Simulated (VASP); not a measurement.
A run of VASP 6.6.1 is set up as follows.

File INCAR:

```
SYSTEM = CO2
  PREC = Accurate
  ENCUT = 400
  EDIFF = 1E-7
  ISMEAR = 0
  SIGMA = 0.01
  LREAL = .False.
  LASPH = .True.
  NELM = 80
  ALGO = Normal
  ISIF = 2
  LWAVE = .False.
  LCHARG = .False.
  GGA = PE
  IVDW = 12
  IBRION = 5
  NFREE = 2
  POTIM = 0.015
  NSW = 1
  ISYM = 0
```

The input KPOINTS:

```
regular mesh
0
Gamma
  1 1 1
  0 0 0
```

Contents of POSCAR:

```
CO2                                     
1.0
   12.1554342666      0.0000000000      0.0000000000
    0.0000000000     12.6554342666      0.0000000000
    0.0000000000      0.0000000000     13.1554342666
  O               C             
     2     1
Selective dynamics
Direct
0.4862752546000024  0.5649009669999998  0.4370815808999993  T T T
0.5145190010528863  0.4394693769791599  0.5665609947385249  T T T
0.5003978090328378  0.5021838403526742  0.5018258090849687  T T T
```

Potentials or basis: VASP PAW PBE potentials, release 64 (O, C).

The run is started by

```bash
$ cat potpaw_PBE.64/O/POTCAR potpaw_PBE.64/C/POTCAR > POTCAR
$ mpirun -np 4 vasp_gam > vasp.out
```

Task: What does it give for the dispersion energy per atom?

Result: -0.009 eV.

Task: What does it give for the highest phonon frequency at Γ, LO-TO splitting left out?

Result: 2359 cm⁻¹.

Phonon frequencies in cm⁻¹ (negative: imaginary):
| q point | frequencies |
| --- | --- |
| (0.000, 0.000, 0.000) | -28 -4 0 9 11 630 632 1316 2359 |

Caveat: some modes are imaginary; the standard files for N, O and F lose accuracy on very short bonds.
